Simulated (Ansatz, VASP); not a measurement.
# AlC2N2: VASP beside Ansatz

```
Al C N
1.0
     3.25710   -3.54084    0.00000
     3.25710    3.54084    0.00000
     0.00000    0.00000    7.08167
Al C N
2 4 4
Direct
  0.00000 0.00000 0.00000
  0.50000 0.50000 0.50000
  0.18722 0.81278 0.81278
  0.81278 0.18722 0.18722
  0.18722 0.81278 0.18722
  0.81278 0.18722 0.81278
  0.30404 0.69596 0.69596
  0.69596 0.30404 0.30404
  0.30404 0.69596 0.30404
  0.69596 0.30404 0.69596
```

Alike in both runs: task single point; functional PBE; k mesh 4 × 4 × 4; occupations gaussian, width 0.1 eV; no spin polarisation.

```csv
,VASP,Ansatz
version,VASP 6.6.1,Ansatz 0.2.0
potentials or method,"VASP PAW PBE potentials, release 64 (Al, C, N)","scalar-relativistic, plane waves, PAW"
plane-wave cutoff (eV),520,420
valence electrons in the cell,42,42
```

```csv
,VASP,Ansatz,Ansatz less VASP
gap on the k mesh at the Fermi level (eV),none,none,-
pressure (GPa),4.0,3.6,-0.38
largest component of the traceless stress (GPa),1.40,0.94,-0.463
rms of the force components (eV/Å),1.077,0.966,-0.1103
```

Atom by atom the forces differ by 0.198 eV/Å (rms over components). A gap of «none» marks a metal or a gap that the smearing closes.

Caveats: the standard files for N, O and F lose accuracy on very short bonds; forces of over 1 eV/Å show positions far from the minimum, so gaps and moduli don't describe the material at rest.
